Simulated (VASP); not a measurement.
Given:

```xyz
2
Lattice="3.9900 0.0000 0.0000 0.0000 3.9900 0.0000 0.0000 0.0000 3.9900" Properties=species:S:1:pos:R:3 pbc="T T T"
Tl     0.0000     0.0000     0.0000
Br     1.9950     1.9950     1.9950
```

Calculation: PBE GGA, VASP's PBE PAW potentials (set 64) (plane waves; VASP 6.6.1). Numerical set-up: 300 eV cut-off, 8×8×8 Γ-centred mesh, Fermi-Dirac smearing of 0.020 eV, potentials Tl_d Br.

Unless said otherwise, spin-orbit coupling is left out, though it shifts the bands of the heavy elements here.

Give the energies of bands 7 to 13 at the high-symmetry points, in eV from the valence-band maximum.

```tsv
band	Γ	X	M	R
7	-4.63	-5.49	-3.74	-2.76
8	-1.27	-0.78	-2.87	-1.88
9	-1.27	-0.78	-2.87	-1.88
10	-1.27	0.00	-0.69	-1.88
11	7.04	1.88	4.87	2.18
12	7.04	5.77	4.87	2.18
13	7.20	5.77	7.37	2.18
```

The gap is direct, 1.88 eV, from the valence maximum at X to the conduction minimum at X.

The structure is a typed TlBr crystal (Pm-3m). The cell was not relaxed at this level.
